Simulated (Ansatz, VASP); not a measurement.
# Mg35W in two plane-wave programs

One calculation is typed for both programs; each brings its own data sets and cutoff. How far apart do they land? The structure shown is the end of the VASP relaxation below.

Program: Ansatz 0.2.0. Level of theory: plane waves, with VASP 6.6.1 beside it; single point at PBEsol. Results are calculated unless marked as measured.

**1. Set-up**

The cell holds 36 atoms: 1 W and 35 Mg. Its edges and angles: a = 9.551 Å, b = 9.551 Å, c = 10.221 Å, α = 90.0°, β = 90.0°, γ = 120.0°. It derives from Mg. Nearest the centre at fractional (0.000, 0.000, 0.000): W1 at 0.00 Å, Mg19 at 3.01 Å, Mg20 at 3.01 Å, Mg35 at 3.01 Å, Mg23 at 3.01 Å, Mg36 at 3.01 Å, Mg24 at 3.01 Å, Mg17 at 3.05 Å.

**2. VASP: relaxation, PBEsol**

This run makes the geometry at which the two programs are then compared.

Lines of VASP's logs that name or quote its potential files are left out, and so is its time.

The input, INCAR:

```
SYSTEM = Mg35W
PREC = Normal
ENCUT = 300
EDIFF = 1E-05
NELM = 120
ISMEAR = 1
SIGMA = 0.2
LREAL = Auto
ALGO = Fast
GGA = PS
NBANDS = 64
LASPH = .TRUE.
LORBIT = 11
LWAVE = .FALSE.
LCHARG = .TRUE.
KPAR = 4
IBRION = 2
NSW = 50
ISIF = 2
EDIFFG = -0.03
POTIM = 0.4
MAXMIX = 40
ISYM = 2
```

The input, POSCAR:

```
Mg35W
1.0
    9.5507405364      0.0000000000      0.0000000000
   -4.7753702682      8.2711839294      0.0000000000
    0.0000000000      0.0000000000     10.2209444728
W Mg
1 35
Direct
    0.0000000000      0.0000000000      0.0000000000
    0.0000000000      0.0000000000      0.5000000000
    0.0000000000      0.3333333300      0.0000000000
    0.0000000000      0.3333333300      0.5000000000
    0.0000000000      0.6666666700      0.0000000000
    0.0000000000      0.6666666700      0.5000000000
    0.3333333300      0.0000000000      0.0000000000
    0.3333333300      0.0000000000      0.5000000000
    0.3333333300      0.3333333300      0.0000000000
    0.3333333300      0.3333333300      0.5000000000
    0.3333333300      0.6666666700      0.0000000000
    0.3333333300      0.6666666700      0.5000000000
    0.6666666700      0.0000000000      0.0000000000
    0.6666666700      0.0000000000      0.5000000000
    0.6666666700      0.3333333300      0.0000000000
    0.6666666700      0.3333333300      0.5000000000
    0.6666666700      0.6666666700      0.0000000000
    0.6666666700      0.6666666700      0.5000000000
    0.1111111100      0.2222222200      0.2500000000
    0.1111111100      0.2222222200      0.7500000000
    0.1111111100      0.5555555600      0.2500000000
    0.1111111100      0.5555555600      0.7500000000
    0.1111111100      0.8888888900      0.2500000000
    0.1111111100      0.8888888900      0.7500000000
    0.4444444400      0.2222222200      0.2500000000
    0.4444444400      0.2222222200      0.7500000000
    0.4444444400      0.5555555600      0.2500000000
    0.4444444400      0.5555555600      0.7500000000
    0.4444444400      0.8888888900      0.2500000000
    0.4444444400      0.8888888900      0.7500000000
    0.7777777800      0.2222222200      0.2500000000
    0.7777777800      0.2222222200      0.7500000000
    0.7777777800      0.5555555600      0.2500000000
    0.7777777800      0.5555555600      0.7500000000
    0.7777777800      0.8888888900      0.2500000000
    0.7777777800      0.8888888900      0.7500000000
```

The input, KPOINTS:

```
Automatic mesh
0
Gamma
4 4 4
0 0 0
```

PAW data sets: W and Mg (PBE family, release 64).

Launch:

```
mpirun -np 4 vasp_std
```

Numbers of over 12 decimals in the logs are rounded to 6 here.

What it wrote:

```text
[banner, memory and clock lines left out]
running    4 mpi-ranks, on    1 nodes
[...]
|                                                                             |
|               ----> ADVICE to this user running VASP <----                  |
|                                                                             |
|     You enforced a specific xc type in the INCAR file but a different       |
|     [... a line on the potential file left out ...]
|     I HOPE YOU KNOW WHAT YOU ARE DOING!                                     |
|                                                                             |

 LDA part: xc-table for (Slater+PW92), standard interpolation
 POSCAR, INCAR and KPOINTS ok, starting setup
[...]
entering main loop
       N       E                     dE             d eps       ncg     rms          rms(c)
DAV:   1     0.378459209296E+02    0.37846E+02   -0.16056E+04  1536   0.564E+02
DAV:   2    -0.639447670294E+02   -0.10179E+03   -0.93586E+02  1808   0.818E+01
DAV:   3    -0.719279481950E+02   -0.79832E+01   -0.73091E+01  2152   0.173E+01
DAV:   4    -0.722701287877E+02   -0.34218E+00   -0.33633E+00  1848   0.337E+00
[...]
RMM:  11    -0.710776886279E+02    0.20001E-03   -0.12180E-03  1565   0.764E-02    0.542E-02
RMM:  12    -0.710776623522E+02    0.26276E-04   -0.29827E-04  1566   0.322E-02    0.122E-02
RMM:  13    -0.710776645878E+02   -0.22356E-05   -0.47496E-05  1203   0.136E-02
   1 F= -.71077665E+02 E0= -.71065858E+02  d E =-.710777E+02
[... from here on, the cycles between the ionic steps are left out ...]
   2 F= -.71206537E+02 E0= -.71194120E+02  d E =-.128872E+00
   3 F= -.71464957E+02 E0= -.71451077E+02  d E =-.387293E+00
   4 F= -.71349791E+02 E0= -.71334952E+02  d E =-.272127E+00
   5 F= -.71526232E+02 E0= -.71511693E+02  d E =-.448567E+00
   6 F= -.71526570E+02 E0= -.71511993E+02  d E =-.448906E+00
   7 F= -.71534334E+02 E0= -.71519645E+02  d E =-.776371E-02
   8 F= -.71541519E+02 E0= -.71526624E+02  d E =-.149487E-01
[...]
reached required accuracy - stopping structural energy minimisation
```

Parts of OUTCAR (step 2):

```text
  Total       -4.3147195     -4.3147195     -4.7572847      0.0000000      0.0000000      0.0000000
  in kB       -8.5618457     -8.5618457     -9.4400429      0.0000000      0.0000000      0.0000000
  external PRESSURE =      -8.8545781 kB  Pullay stress =       0.0000000 kB

 POSITION                                       TOTAL-FORCE (eV/Angst)
 -----------------------------------------------------------------------------------
     -0.00000      0.00000      0.00000        -0.000000     -0.000000     -0.000000
     -0.00000      0.00000      5.11047        -0.000000     -0.000000     -0.000000
      8.01971      2.63928      0.00000        -0.003505     -0.001829     -0.000000
     -1.57656      2.74008      5.11047         0.016647     -0.001055     -0.000000
      6.29554      5.62564      0.00000        -0.003337     -0.002121     -0.000000
     -3.19067      5.53580      5.11047         0.007410      0.014945     -0.000000
      3.05119      0.00627      0.00000         0.000168      0.003950     -0.000000
     -1.61411      8.26648      5.11047        -0.009238     -0.013889     -0.000000
      1.53103      2.63928      0.00000         0.003505     -0.001829     -0.000000
      1.57656      2.74008      5.11047        -0.016647     -0.001055     -0.000000
     -0.00000      5.51412      0.00000        -0.000000     -0.000000     -0.000000
     -0.00000      5.51412      5.11047        -0.000000     -0.000000     -0.000000
      6.49955      0.00627      0.00000        -0.000168      0.003950     -0.000000
      1.61411      8.26648      5.11047         0.009238     -0.013889     -0.000000
[...]
-----------------------------------------------------------------------------------
    total drift:                               -0.000022      0.000013     -0.000000

  FREE ENERGIE OF THE ION-ELECTRON SYSTEM (eV)
  ---------------------------------------------------
  free  energy   TOTEN  =       -71.5415190521 eV

  energy  without entropy=      -71.4968345399  energy(sigma->0) =      -71.52662421

 reached required accuracy - stopping structural energy minimisation

[... 2 further parts left out ...]
[key lines of the parts left out:]
E-fermi :   2.6585
```

The data set W keeps the semicore shell frozen, which is cheaper and a little less accurate. The run keeps the 12 symmetry operations of its start, so it cannot find a distortion of lower symmetry.

**3. Ansatz: single point, PBEsol**

Ansatz runs on its default PAW (the set named soft_2) files.

The same cell, functional, mesh and smearing now go to Ansatz, which takes its cutoff from its data sets.

The input, input.yaml:

```yaml
crystal:
  lattice:
    - [9.55074054, 0.0, 0.0]
    - [-4.77537027, 8.27118393, 0.0]
    - [0.0, 0.0, 10.22094447]
  atoms:
    - { symbol: W, position: [0.0, 0.0, 0.0] }
    - { symbol: Mg, position: [0.0, 0.0, 0.5] }
    - { symbol: Mg, position: [0.99924213, 0.31909307, 0.0] }
    - { symbol: Mg, position: [0.00056815, 0.33128069, 0.5] }
    - { symbol: Mg, position: [0.99924213, 0.68014906, 0.0] }
    - { symbol: Mg, position: [0.00056815, 0.66928746, 0.5] }
    - { symbol: Mg, position: [0.31985094, 0.00075787, 0.0] }
    - { symbol: Mg, position: [0.33071254, 0.99943185, 0.5] }
    - { symbol: Mg, position: [0.31985094, 0.31909307, 0.0] }
    - { symbol: Mg, position: [0.33071254, 0.33128069, 0.5] }
    - { symbol: Mg, position: [0.33333333, 0.66666667, 0.0] }
    - { symbol: Mg, position: [0.33333333, 0.66666667, 0.5] }
    - { symbol: Mg, position: [0.68090693, 0.00075787, 0.0] }
    - { symbol: Mg, position: [0.66871931, 0.99943185, 0.5] }
    - { symbol: Mg, position: [0.66666667, 0.33333333, 0.0] }
    - { symbol: Mg, position: [0.66666667, 0.33333333, 0.5] }
    - { symbol: Mg, position: [0.68090693, 0.68014906, 0.0] }
    - { symbol: Mg, position: [0.66871931, 0.66928746, 0.5] }
    - { symbol: Mg, position: [0.10607404, 0.21214808, 0.23881553] }
    - { symbol: Mg, position: [0.10607404, 0.21214808, 0.76118447] }
    - { symbol: Mg, position: [0.11028617, 0.55514309, 0.25009241] }
    - { symbol: Mg, position: [0.11028617, 0.55514309, 0.74990759] }
    - { symbol: Mg, position: [0.10607404, 0.89392596, 0.23881553] }
    - { symbol: Mg, position: [0.10607404, 0.89392596, 0.76118447] }
    - { symbol: Mg, position: [0.44532974, 0.22266487, 0.25110788] }
    - { symbol: Mg, position: [0.44532974, 0.22266487, 0.74889212] }
    - { symbol: Mg, position: [0.44485691, 0.55514309, 0.25009241] }
    - { symbol: Mg, position: [0.44485691, 0.55514309, 0.74990759] }
    - { symbol: Mg, position: [0.44485691, 0.88971383, 0.25009241] }
    - { symbol: Mg, position: [0.44485691, 0.88971383, 0.74990759] }
    - { symbol: Mg, position: [0.77733513, 0.22266487, 0.25110788] }
    - { symbol: Mg, position: [0.77733513, 0.22266487, 0.74889212] }
    - { symbol: Mg, position: [0.77733513, 0.55467026, 0.25110788] }
    - { symbol: Mg, position: [0.77733513, 0.55467026, 0.74889212] }
    - { symbol: Mg, position: [0.78785192, 0.89392596, 0.23881553] }
    - { symbol: Mg, position: [0.78785192, 0.89392596, 0.76118447] }
hamiltonian:
  xc: pbesol
  pseudopotentials: { kind: paw }
kpoints:
  mp_grid: { grid: [4, 4, 4] }
scf:
  occupations: { method: methfessel_paxton, width: 0.2 }
  n_extra_bands: 13
output:
  forces: true
  eigenvalues: true
```

Launch:

```
ansatz run input.yaml --threads 8 --pin off --max-ram 18432MiB --backend cpu --events-out ev --progress --plain --runs-dir out
```

What it wrote:

```text
scf.n_extra_bands = 13 over 182 filled bands (N_el = 364.0): the run solves 195 bands
Engine: ansatz 0.2.0, aarch64-unknown-linux-gnu
Pseudopotentials: kind: paw
Pseudopotential: W, paw, valence charge 14, recommended cutoff 420 eV (normal), W.paw.azcp
Pseudopotential: Mg, paw, valence charge 10, recommended cutoff 420 eV (normal), Mg.paw.azcp
Functional definition: PBEsol
  exchange = pbesol_x
  correlation = pbesol_c
Crystal: 36 atoms, lattice volume = 807.413 Å³
Basis set: ecut = 420 eV, 15731 PW (Γ), exchange–correlation on 128×128×144 points (8 copies of the dense FFT grid, shifted against one another)
Bands: 195, of which v1, the nominal top of the filled ones, is band 182 counted from 1 (181 counted from 0)
Symmetry: 12 space group operations
Space group: P-6m2 (ITA 187), of the structure as read, at distance tolerance 9.3e-5 Å
k-points: 12 of 64 (time reversal used)
Non-local potential: W, projectors of the file, l = 0: 3, l = 1: 2, l = 2: 2, l = 3: 1
Non-local potential: Mg, projectors of the file, l = 0: 3, l = 1: 2, l = 2: 1
PAW form: soft (Blöchl's): semilocal exchange-correlation on the pseudo side does not see the compensation charge
PAW frozen core: W, regenerated for the run's functional, and the local potential with it (the file was generated under x = pbe(κ = 0.804, μ = 0.219515), c = pbe(β = 0.066725))
PAW frozen core: Mg, regenerated for the run's functional, and the local potential with it (the file was generated under x = pbe(κ = 0.804, μ = 0.219515), c = pbe(β = 0.066725))
PAW one-centre angular grid: W, 590 points (default); XC on 64 Gauss nodes
PAW one-centre angular grid: Mg, 110 points (default); XC on 64 Gauss nodes
Initial density: superposition of atomic densities (neutral atoms: chi_scale 0, normalization atom), corrected by the library's trained network
Initial wavefunctions: pseudopotential atomic-orbital guess
Functional: x = pbesol(κ = 0.804, μ = 0.123457), c = pbesol(β = 0.046)
SCF iter   1: F=—  HF=-77175.772751 eV  |F-HF|=—  |Δ(HF+E_count)|=         —  Δρ=2.67e-3  dr2=1.42e-1  ethr=1.77e-3  ⟨swp⟩=5.1  Hψ=8832  notcnv=0
preconditioner: auto → Kerker (q_TF=auto, 2.389 Å⁻¹)  [metal: Δε(μ)=0.010 eV  Ē_g=3.438 eV  σ=0.200 eV  W_gap=0.04  n_scr=198 (ndim 8)  ℏωp=11.4 eV  f_vac=0.000  D(μ)=22.04/eV (n_scr^D=144)]
SCF iter   2: F=—  HF=-77175.752648 eV  |F-HF|=—  |Δ(HF+E_count)|=   2.01e-2  S|Δr|=    0.00e0  Δρ=1.20e-3  dr2=3.91e-2  ethr=3.91e-5  ⟨swp⟩=1.2  Hψ=2926  notcnv=0
SCF iter   3: F=—  HF=-77175.747898 eV  |F-HF|=—  |Δ(HF+E_count)|=   4.75e-3  S|Δr|=    0.00e0  Δρ=3.60e-4  dr2=4.46e-3  ethr=1.07e-5  ⟨swp⟩=2.0  Hψ=2521  notcnv=0
SCF iter   4: F=—  HF=-77175.747089 eV  |F-HF|=—  |Δ(HF+E_count)|=   8.08e-4  S|Δr|=    0.00e0  Δρ=7.05e-5  dr2=1.22e-4  ethr=1.23e-6  ⟨swp⟩=2.0  Hψ=2808  notcnv=0
SCF iter   5: F=—  HF=-77175.747074 eV  |F-HF|=—  |Δ(HF+E_count)|=   1.52e-5  S|Δr|=    0.00e0  Δρ=2.50e-5  dr2=8.91e-6  ethr=3.34e-8  ⟨swp⟩=2.0  Hψ=2819  notcnv=0
SCF iter   6: F=—  HF=-77175.747200 eV  |F-HF|=—  |Δ(HF+E_count)|=   1.26e-4  S|Δr|=    0.00e0  Δρ=4.82e-6  dr2=4.76e-7  ethr=2.45e-9  ⟨swp⟩=2.0  Hψ=2826  notcnv=0
SCF iter   7: F=-77175.747200 eV  HF=-77175.747200 eV  |F-HF|=8.89e-9  |Δ(HF+E_count)|=   1.02e-7  S|Δr|=    0.00e0  Δρ=1.26e-6  dr2=1.72e-8  ethr=2.75e-11  ⟨swp⟩=6.9  Hψ=9484  notcnv=0
SCF 1 converged in 7 iterations: F = -77175.747200 eV  dr2 = 1.72e-8
  greatest PAW one-centre occupation: 1.000 electrons in one spin orbital (limit 2), on the Mg atom at site 23 (counted from 0), in its partial waves of l = 0
SCF converged after 7 iterations
Stability not checked: this state was not tested for a lower state beside it, because cold or Methfessel-Paxton smearing, or corrected tetrahedra, fill the levels in a way that the test cannot read (fill_not_monotonic; see scf.lower_state_search)
Free energy (F): -77175.747200 eV
Harris-Foulkes:  -77175.747200 eV  (|F-HF|=8.89e-9)
Internal energy: -77175.702496 eV  (E = F + TS)
E sigma→0 (E₀):  -77175.736024 eV
Entropy (-TS):   -0.044704 eV (-1.242 meV/atom)
Fermi energy:    5.950813 eV
--- Per-component energies (eV) ---
  E_band       = -12607.590736
  E_kinetic    = 3068.625946
  E_local      = -57689.313630  (includes V_loc(G=0)·N_el)
  E_nonlocal   = 3378.047653
  E_hartree    = 20606.960879
  E_xc         = -1247.908698
  E_vxc        = -1512.786644  (∫ρ·V_xc dr)
  E_paw        = -18279.802273  (= ΣΔE_a)
  E_vpaw       = -1066.091134  (= ΣTr[D̂ρ^β])
  E_aug_tail   = -0.000141  (compensation charges beyond the density's cutoff)
  E_ewald      = -27014.594203
  E_core_change = 2.281972  (= ΣΔE_core)
  E_smearing   = -0.044704  (= −TS)
  E_closure    = -0.000000  (closes the sum)
  Σ components = -77175.747200   (vs F -77175.747200, Δ=0.00e0)
--- Forces (eV/Å), atoms counted from 1 ---
  atom   1  W      0.00000000     0.00000000     0.00000000
  atom   2  Mg    -0.00000000    -0.00000000     0.00000000
  atom   3  Mg    -0.00624170     0.00201602     0.00000000
  atom   4  Mg     0.01681488    -0.00153816     0.00000000
  atom   5  Mg    -0.00137493    -0.00641347     0.00000000
  atom   6  Mg     0.00707535     0.01533119     0.00000000
  atom   7  Mg     0.00486677     0.00439746     0.00000000
  atom   8  Mg    -0.00973953    -0.01379303     0.00000000
  atom   9  Mg     0.00624170     0.00201602     0.00000000
  atom  10  Mg    -0.01681488    -0.00153816     0.00000000
  atom  11  Mg     0.00000000     0.00000000     0.00000000
  atom  12  Mg     0.00000000     0.00000000     0.00000000
  atom  13  Mg    -0.00486677     0.00439746     0.00000000
  atom  14  Mg     0.00973953    -0.01379303     0.00000000
  atom  15  Mg     0.00000000     0.00000000     0.00000000
  atom  16  Mg     0.00000000    -0.00000000     0.00000000
  atom  17  Mg     0.00137493    -0.00641347     0.00000000
  atom  18  Mg    -0.00707535     0.01533119     0.00000000
  atom  19  Mg    -0.00000000     0.01523700     0.00154518
  atom  20  Mg    -0.00000000     0.01523700    -0.00154518
  atom  21  Mg    -0.00867313    -0.00500743    -0.02206676
  atom  22  Mg    -0.00867313    -0.00500743     0.02206676
  atom  23  Mg     0.01319563    -0.00761850     0.00154518
  atom  24  Mg     0.01319563    -0.00761850    -0.00154518
[...]
atom  29  Mg    -0.00000000     0.01001487    -0.02206676
  atom  30  Mg    -0.00000000     0.01001487     0.02206676
  atom  31  Mg    -0.00946241     0.00546313     0.01921253
  atom  32  Mg    -0.00946241     0.00546313    -0.01921253
  atom  33  Mg    -0.00000000    -0.01092625     0.01921253
  atom  34  Mg     0.00000000    -0.01092625    -0.01921253
  atom  35  Mg    -0.01319563    -0.00761850     0.00154518
  atom  36  Mg    -0.01319563    -0.00761850    -0.00154518
  max |Σ_I F_I| component: 2.52e-17 eV/Å
--- Band table (eV; the first three rows and the last of 12) ---
  k-point 0: bands = [... 178 lower, 6.1831, 6.2630, 6.3959, 6.4475, 6.4475, 6.5255, 6.5255, 6.5715, ... 9 higher]
  k-point 1: bands = [... 178 lower, 5.7900, 5.7900, 5.9216, 5.9723, 5.9723, 6.0103, 6.0597, 6.4485, ... 9 higher]
  k-point 2: bands = [... 178 lower, 5.7213, 5.7242, 5.7242, 5.7600, 5.8507, 5.8507, 6.2485, 6.2485, ... 9 higher]
  k-point 11: bands = [... 178 lower, 5.2414, 5.5015, 5.8576, 5.9010, 5.9040, 5.9858, 6.0795, 6.5027, ... 9 higher]
```

Wall time 36 s (8 threads of Arm Neoverse N1, shared host); peak memory 5.6 GiB; 4.7 min of CPU time.

**4. Side by side**

Known differences besides the potentials themselves: the data sets hold 364 valence electrons in Ansatz (default PAW (the set named soft_2) files) and 76 in VASP; the cutoff is 420 eV in Ansatz and 300 eV in VASP (PREC = Normal, projectors in real space); Ansatz makes its cores anew for this functional, VASP keeps those of its PBE data sets. Total energies have different zeros and are not compared.

At this near-relaxed geometry the largest component of a force difference is 6 meV/Å.

**5. What came out**

```yaml
r_m_s_force_difference_single_point_pbesol: 2.0 meV/Å
```

What this shows: The r.m.s. force difference is 2.0 meV/Å (single point, PBEsol), within the 12 meV/Å picked in this series as the mark of a large difference. How closely two codes agree says nothing of how well the functional describes the real material.

[Lines on the potential files, build, host, timing and source positions are cut from VASP's logs without a mark.]

[Logs are printed without paths, hosts, clocks, repeated set-up lines and the standing remarks that a program may print on its own settings, such as how far it seeks lower states.]

[Hosts, paths, dates, database ids (printed as entryN), source tags and the programs' standing remarks are cut or masked in the printed files.]
